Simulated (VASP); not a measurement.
Given:

```xyz
6
Lattice="4.3012 0.0000 0.0000 0.0000 4.3012 0.0000 0.0000 0.0000 4.3012" Properties=species:S:1:pos:R:3 pbc="T T T"
Cu     3.2259     1.0753     3.2259
Cu     1.0753     3.2259     3.2259
Cu     3.2259     3.2259     1.0753
Cu     1.0753     1.0753     1.0753
O      0.0000     0.0000     0.0000
O      2.1506     2.1506     2.1506
```

Level of theory: r2SCAN meta-GGA, VASP's PBE PAW potentials (set 64) (plane waves; VASP). Settings: 520 eV cut-off, 5×5×5 Γ-centred mesh, Gaussian smearing of 0.050 eV, potentials Cu O.

### Question
Give the stress tensor in GPa (positive for a compressed cell).

### Answer

```
-3.48   0.00   0.00
 0.00  -3.48   0.00
 0.00   0.00  -3.48
```
The pressure is its mean diagonal, -3.48 GPa.

The compound is Cu2O in the cuprite structure. This cell is one point of a volume scan, at 1.03 of the reference volume.
